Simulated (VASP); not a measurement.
# Na: Na into a neighbouring Na vacancy, part 2 of 5

Aim: the barrier for one hop in Na: Na into a neighbouring Na vacancy.

VASP 6.6.1; PBEsol; plane waves and PAW (Na).

So far. Step 2 (Relax the host): The run ended after 3 ionic steps, 0.002 eV below its first step, once forces and stress met EDIFFG = -0.02.

## 3. Relax the start

System of this step: Na. The cell holds 53 atoms: 53 Na. Its edges and angles: a = 12.536 Å, b = 12.536 Å, c = 12.536 Å, α = 90.0°, β = 90.0°, γ = 90.0°. It derives from Na. Nearest the centre at fractional (0.083, 0.083, 0.083): Na5 at 1.79 Å, Na11 at 3.42 Å, Na1 at 3.46 Å, Na4 at 3.47 Å, Na3 at 3.48 Å, Na28 at 3.49 Å, Na33 at 3.49 Å, Na37 at 4.53 Å.

A path needs two true minima; the start is relaxed with symmetry off.

File INCAR:

```
SYSTEM = Na
PREC = Normal
ENCUT = 280
EDIFF = 1E-05
NELM = 120
ISMEAR = 1
SIGMA = 0.15
LREAL = Auto
ALGO = Fast
GGA = PS
LORBIT = 11
LWAVE = .FALSE.
LCHARG = .FALSE.
KPAR = 6
IBRION = 2
NSW = 60
ISIF = 2
EDIFFG = -0.05
POTIM = 0.4
MAXMIX = 40
ISYM = 0
```

File POSCAR:

```
Na
1.0
   12.5364457464      0.0000000000      0.0000000000
    0.0000000000     12.5364457464      0.0000000000
    0.0000000000      0.0000000000     12.5364457464
Na
53
Direct
    0.3338846605      0.0013107673      0.0005271623
    0.6645876768      0.0014443581      0.0007121230
   -0.0008566275      0.3342604192      0.0005816200
    0.0004692438      0.0000453434      0.3342055310
    0.1654917658      0.1664067686      0.1658975184
    0.3342887017      0.3333967039     -0.0004665704
    0.3320859168     -0.0004103113      0.3333463229
    0.4995603173      0.1687311495      0.1682727428
    0.6623414177      0.3303196988     -0.0002788224
    0.6659931259      0.0003408350      0.3336800375
    0.8367120242      0.1648926060      0.1660642551
    0.0032589326      0.6676983834      0.0010578172
   -0.0008200193      0.3307040790      0.3336004979
    0.1668405822      0.4980419457      0.1655766821
    0.3332183985      0.6651594586     -0.0001567748
    0.0001523287      0.0000567725      0.6658589551
    0.1676139018      0.1680883886      0.5005118649
    0.3320279709      0.3345005737      0.3325333617
    0.5014025676      0.4982901255      0.1681255606
    0.6666346585      0.6646744770     -0.0005007791
    0.3334196453      0.0004351973      0.6650997343
    0.4982333541      0.1669850736      0.4992553717
    0.6670423802      0.3345450316      0.3307029428
    0.8337391710      0.5019537387      0.1661920077
    0.6653731349      0.0012000911      0.6670710022
    0.8347625790      0.1661159273      0.4976359834
   -0.0001755055      0.6659554154      0.3345702450
    0.1669755786      0.8307315604      0.1647599651
    0.0014099515      0.3344177954      0.6656452554
    0.1666649935      0.5007108451      0.5007472682
    0.3347312450      0.6670758507      0.3331820491
    0.4995870471      0.8350176110      0.1630757697
    0.1664454631      0.1667193134      0.8310594050
    0.3338642870      0.3322943131      0.6680425667
    0.4997996369      0.5010675326      0.5019444803
    0.6672775728      0.6652695863      0.3309174673
    0.8361305920      0.8331557835      0.1655681656
    0.5002301403      0.1663612989      0.8346927972
    0.6667207940      0.3333552687      0.6655266630
    0.8340824581      0.4983506223      0.5010623257
    0.8357645447      0.1642342611      0.8293988382
    0.0009841366      0.6707314517      0.6650698427
    0.1646713711      0.8342729440      0.4986587561
    0.1658593797      0.4994446313      0.8341820620
    0.3326867348      0.6671099867      0.6663850346
    0.4986524552      0.8328230990      0.4984837813
    0.5000103937      0.4982070417      0.8315897859
    0.6689910286      0.6665818193      0.6665806742
    0.8341494122      0.8326619197      0.4996354064
    0.8340115937      0.5004505517      0.8314838510
    0.1679961386      0.8323913838      0.8316485193
    0.4985634284      0.8327102774      0.8359294443
    0.8314579438      0.8335887101      0.8299227584
```

File KPOINTS:

```
Automatic mesh
0
Monkhorst-Pack
2 2 2
0 0 0
```

PAW data sets: Na (PBE family, release 64).

Launch:

```sh
$ mpirun -np 6 vasp_std
```

The program printed:

```text
[banner, memory and clock lines left out]
running    6 mpi-ranks, on    1 nodes
 distrk:  each k-point on    1 cores,    6 groups
 distr:  one band on    1 cores,    1 groups

 POSCAR found type information on POSCAR Na
 POSCAR found :  1 types and      53 ions
 [... a notice as in an earlier step ...]

 [... a notice as in an earlier step ...]

 LDA part: xc-table for (Slater+PW92), standard interpolation
 POSCAR, INCAR and KPOINTS ok, starting setup
 FFT: planning ... GRIDC
 FFT: planning ... GRID_SOFT
 FFT: planning ... GRID
 WAVECAR not read
 entering main loop
       N       E                     dE             d eps       ncg     rms          rms(c)
DAV:   1    -0.266458283081E+02   -0.26646E+02   -0.74827E+03   424   0.371E+02
DAV:   2    -0.702762708996E+02   -0.43630E+02   -0.40548E+02   492   0.505E+01
DAV:   3    -0.730205198045E+02   -0.27442E+01   -0.25999E+01   528   0.108E+01
DAV:   4    -0.731106223574E+02   -0.90103E-01   -0.89368E-01   616   0.208E+00
DAV:   5    -0.731142318466E+02   -0.36095E-02   -0.36089E-02   587   0.347E-01    0.171E+00
RMM:   6    -0.729932804133E+02    0.12095E+00   -0.10811E-01   424   0.327E-01    0.109E+00
RMM:   7    -0.729646744787E+02    0.28606E-01   -0.41895E-02   424   0.358E-01    0.581E-01
RMM:   8    -0.729544714939E+02    0.10203E-01   -0.15575E-02   428   0.246E-01    0.931E-02
RMM:   9    -0.729537593732E+02    0.71212E-03   -0.16917E-03   424   0.113E-01    0.189E-02
RMM:  10    -0.729537673859E+02   -0.80127E-05   -0.44857E-04   436   0.596E-02    0.934E-03
RMM:  11    -0.729537776112E+02   -0.10225E-04   -0.13565E-04   491   0.262E-02    0.301E-03
RMM:  12    -0.729537783571E+02   -0.74588E-06   -0.14880E-05   299   0.943E-03
   1 F= -.72953778E+02 E0= -.72955763E+02  d E =-.729538E+02
 curvature:   0.00 expect dE= 0.000E+00 dE for cont linesearch  0.000E+00
 trial: gam= 0.00000 g(F)=  0.261E-02 g(S)=  0.000E+00 ort = 0.000E+00 (trialstep = 0.100E+01)
 search vector abs. value=  0.261E-02
 bond charge predicted
       N       E                     dE             d eps       ncg     rms          rms(c)
DAV:   1    -0.729563541324E+02   -0.25765E-02   -0.16535E-03   528   0.129E-01    0.505E-03
RMM:   2    -0.729563531788E+02    0.95361E-06   -0.31736E-05   384   0.168E-02
   2 F= -.72956353E+02 E0= -.72958272E+02  d E =-.257482E-02
[...]
3 F= -.72963577E+02 E0= -.72965292E+02  d E =-.979837E-02
[...]
4 F= -.72975896E+02 E0= -.72977240E+02  d E =-.221178E-01
 curvature:  -6.11 expect dE=-0.820E-02 dE for cont linesearch -0.771E-02
 ZBRENT: increasing intervall
 opt :  22.0000  next Energy=   -72.992086 (dE=-0.383E-01)
 bond charge predicted
       N       E                     dE             d eps       ncg     rms          rms(c)
DAV:   1    -0.729923837453E+02   -0.16491E-01   -0.23775E-01   424   0.154E+00    0.618E-02
RMM:   2    -0.729920749340E+02    0.30881E-03   -0.51622E-03   424   0.201E-01    0.139E-03
RMM:   3    -0.729921388506E+02   -0.63917E-04   -0.55227E-04   424   0.719E-02    0.186E-03
RMM:   4    -0.729921533784E+02   -0.14528E-04   -0.14037E-04   500   0.326E-02    0.283E-03
RMM:   5    -0.729921552821E+02   -0.19037E-05   -0.19147E-05   330   0.122E-02
   5 F= -.72992155E+02 E0= -.72992877E+02  d E =-.383769E-01
 curvature: -12.82 expect dE=-0.853E-02 dE for cont linesearch -0.389E-02
 trial: gam=-0.08606 g(F)=  0.665E-03 g(S)=  0.000E+00 ort = 0.890E-03 (trialstep = 0.520E+01)
 search vector abs. value=  0.531E-03
 reached required accuracy - stopping structural energy minimisation
```

It took 76 s on 6 MPI ranks of AMD EPYC 7R43, shared host; peak memory 2.7 GiB; 7.4 min of CPU time.

Parts of OUTCAR (step 3):

```text
 Found      4 irreducible k-points:

   k-points           NKPTS =      4   k-points in BZ     NKDIM =      4   number of bands    NBANDS=     53

   dimension x,y,z NGX =    54 NGY =   54 NGZ =   54
   dimension x,y,z NGXF=   108 NGYF=  108 NGZF=  108

   ENCUT  =  280.0 eV  20.58 Ry    4.54 a.u.  17.10 17.10 17.10*2*pi/ulx,y,z

   NELECT =      53.0000    total number of electrons

 E-fermi :   0.6771

 k-point     1 :       0.2500    0.2500    0.2500
  band No.  band energies     occupation
    ...
     22       0.2937      2.00180
     23       0.3231      2.00423
     24       0.3234      2.00427
     25       0.3323      2.00543
     26       0.4077      2.02915
     27       0.7533      0.25095
     28       0.7562      0.23082
     29       0.7563      0.22960
     30       0.7631      0.18485
     31       0.7632      0.18376
    ...

 k-point     2 :      -0.2500    0.2500    0.2500
  band No.  band energies     occupation
    ...
     22       0.2937      2.00179
     23       0.3231      2.00423
     24       0.3234      2.00427
     25       0.3321      2.00540
     26       0.4085      2.02961
     27       0.7534      0.25049
     28       0.7558      0.23330
     29       0.7563      0.22990
     30       0.7631      0.18445
     31       0.7634      0.18264
    ...

  Total       -0.7086958     -0.7103561     -0.7204546     -0.0042963     -0.0029908      0.0122450
  in kB       -0.5762981     -0.5776482     -0.5858601     -0.0034937     -0.0024320      0.0099574
  external PRESSURE =      -0.5799355 kB  Pullay stress =       0.0000000 kB

  energy-cutoff  :      280.00
  volume of cell :     1970.26
      direct lattice vectors                 reciprocal lattice vectors
    12.536445746  0.000000000  0.000000000     0.079767425  0.000000000  0.000000000
     0.000000000 12.536445746  0.000000000     0.000000000  0.079767425  0.000000000
     0.000000000  0.000000000 12.536445746     0.000000000  0.000000000  0.079767425

 POSITION                                       TOTAL-FORCE (eV/Angst)
 -----------------------------------------------------------------------------------
      4.19899      0.01781      0.00099         0.030346     -0.006507     -0.000631
      8.32765      0.01536      0.00304        -0.029223     -0.003345     -0.003128
     12.52392      4.20872     12.53034         0.007437      0.023973     -0.001577
      0.01465     12.53104      4.20925        -0.004055      0.002720      0.024384
      2.05306      2.05953      2.05111        -0.017700     -0.013531     -0.015619
      4.18908      4.18007     12.53107        -0.004519     -0.000064     -0.000728
      4.16960     12.53266      4.17432         0.003482      0.000335      0.000514
      6.25203      2.10084      2.11583         0.005350      0.005515     -0.002179
      8.35029      4.16397     12.52963         0.005986      0.003436      0.001067
      8.34908     12.53531      4.17975         0.002336     -0.000171     -0.006434
     10.49291      2.04282      2.04909         0.015540     -0.014750     -0.013554
      0.01481      8.33414     12.52530        -0.004617     -0.027554     -0.001235
     12.53629      4.17662      4.18174        -0.000012      0.001781     -0.003677
      2.09166      6.25472      2.09447         0.004761      0.004065      0.002525
      4.18775      8.32671     12.53395        -0.005119      0.009573      0.000009
      0.00867     12.53062      8.31131        -0.002666      0.000606     -0.020319
      2.10223      2.10475      6.26997         0.005231      0.002597     -0.003040
      4.17259      4.19775      4.18498        -0.000672     -0.006399     -0.003020
      6.26884      6.25881      2.09255         0.002677     -0.001905     -0.001882
      8.35416      8.33704     12.52849         0.002012      0.007143      0.003031
      4.18779     12.53534      8.34133        -0.002005      0.000259      0.002431
      6.25719      2.09973      6.25381         0.001562      0.000221     -0.001748
      8.36509      4.18893      4.17403         0.002904     -0.004925     -0.001841
     10.45241      6.27311      2.07904        -0.008088     -0.002603      0.009768
      8.33210      0.00564      8.34018         0.009071     -0.001718      0.004276
     10.44422      2.08992      6.25682        -0.005284      0.004911      0.002189
      0.00431      8.33984      4.18896        -0.002163      0.008056     -0.007954
      2.07082     10.46256      2.05666        -0.021780      0.021469     -0.019720
      0.01027      4.18951      8.34211        -0.004242     -0.007416      0.004120
      2.09329      6.27250      6.27131         0.002911     -0.001872     -0.000577
      4.19178      8.35078      4.17566        -0.005896      0.002057     -0.001170
      6.26616     10.44888      2.07298        -0.000628     -0.010448      0.011833
      2.05966      2.06369     10.46390        -0.020125     -0.020551      0.022869
      4.18804      4.18013      8.36022        -0.005564      0.000325     -0.000766
      6.26809      6.27105      6.27630         0.002355     -0.003467     -0.006883
      8.35607      8.35066      4.16955         0.002840      0.002353     -0.001077
     10.49120     10.47849      2.04886         0.014305      0.016264     -0.017604
      6.26181      2.08609     10.44071         0.000742      0.008771     -0.010700
[...]
-----------------------------------------------------------------------------------
    total drift:                                0.000133      0.001041     -0.004520

  FREE ENERGIE OF THE ION-ELECTRON SYSTEM (eV)
  ---------------------------------------------------
  free  energy   TOTEN  =       -72.9921552821 eV

  energy  without entropy=      -72.9943216357  energy(sigma->0) =      -72.99287740

 total charge
# of ion       s       p       d       tot
------------------------------------------
    1        0.098   0.025   0.000   0.123
    2        0.097   0.025   0.000   0.123
    3        0.098   0.025   0.000   0.123
    4        0.098   0.025   0.000   0.123
    5        0.094   0.023   0.000   0.118
    6        0.095   0.026   0.000   0.121
    7        0.095   0.026   0.000   0.121
    8        0.095   0.026   0.000   0.121
    9        0.094   0.026   0.000   0.120
   10        0.095   0.026   0.000   0.121
   11        0.094   0.023   0.000   0.117
   12        0.098   0.025   0.000   0.123
   13        0.095   0.026   0.000   0.121
   14        0.095   0.026   0.000   0.121
   15        0.095   0.026   0.000   0.121
   16        0.098   0.025   0.000   0.123
   17        0.095   0.026   0.000   0.121
   18        0.095   0.026   0.000   0.121
   19        0.096   0.026   0.000   0.122
   20        0.095   0.026   0.000   0.121
   21        0.095   0.026   0.000   0.121
   22        0.096   0.026   0.000   0.122
   23        0.095   0.026   0.000   0.120
   24        0.095   0.026   0.000   0.121
   25        0.095   0.026   0.000   0.121
   26        0.095   0.026   0.000   0.121
   27        0.095   0.026   0.000   0.121
   28        0.094   0.023   0.000   0.118
   29        0.095   0.026   0.000   0.121
   30        0.096   0.026   0.000   0.122
   31        0.095   0.026   0.000   0.121
   32        0.095   0.026   0.000   0.120
   33        0.094   0.023   0.000   0.118
   34        0.095   0.026   0.000   0.121
   35        0.099   0.025   0.000   0.124
   36        0.095   0.025   0.000   0.120
   37        0.094   0.023   0.000   0.117
[...]
--------------------------------------------------
tot          5.051   1.345   0.000   6.396

[... 1 part as in an earlier step ...]

[... 5 further parts left out ...]
```

The steps of the relaxation:

| step | energy less that of the first step (eV) | largest force (eV/Å) |
| --- | --- | --- |
| 1 | 0.0000 | 0.0861 |
| 2 | -0.0026 | 0.0840 |
| 3 | -0.0098 | 0.0767 |
| 4 | -0.0221 | 0.0641 |
| 5 | -0.0384 | 0.0429 |

The atoms that moved most (Å):

| atom | dx | dy | dz | length |
| --- | --- | --- | --- | --- |
| Na53 | 0.035 | 0.026 | 0.059 | 0.073 |
| Na51 | -0.025 | 0.042 | 0.039 | 0.062 |
| Na33 | -0.027 | -0.026 | 0.045 | 0.059 |
| Na41 | 0.011 | -0.004 | 0.057 | 0.058 |
| Na28 | -0.022 | 0.048 | -0.009 | 0.054 |
| Na9 | 0.047 | 0.023 | -0.003 | 0.052 |
| Na12 | -0.026 | -0.036 | -0.024 | 0.051 |
| Na5 | -0.022 | -0.027 | -0.029 | 0.045 |

This step gave:

```
electronic cycles       : 26
electrons               : 53
free energy (TOTEN)     : -72.9922 eV
energy at zero smearing : -72.9929 eV
Fermi energy            : 0.6771 eV
```

The run ended after 5 ionic steps, 0.038 eV below its first step, once the forces on the free atoms met EDIFFG = -0.05.

(Continued in part 3 of 5.)

[Lines on the potential files, build, host, timing and source positions are cut from VASP's logs without a mark.]

[Logs are printed without paths, hosts, clocks, repeated set-up lines and the standing remarks that a program may print on its own settings, such as how far it seeks lower states.]

[Hosts, paths, dates, database ids (printed as entryN), source tags and the programs' standing remarks are cut or masked in the printed files.]

[Runs that stopped without an error message from VASP are left out.]
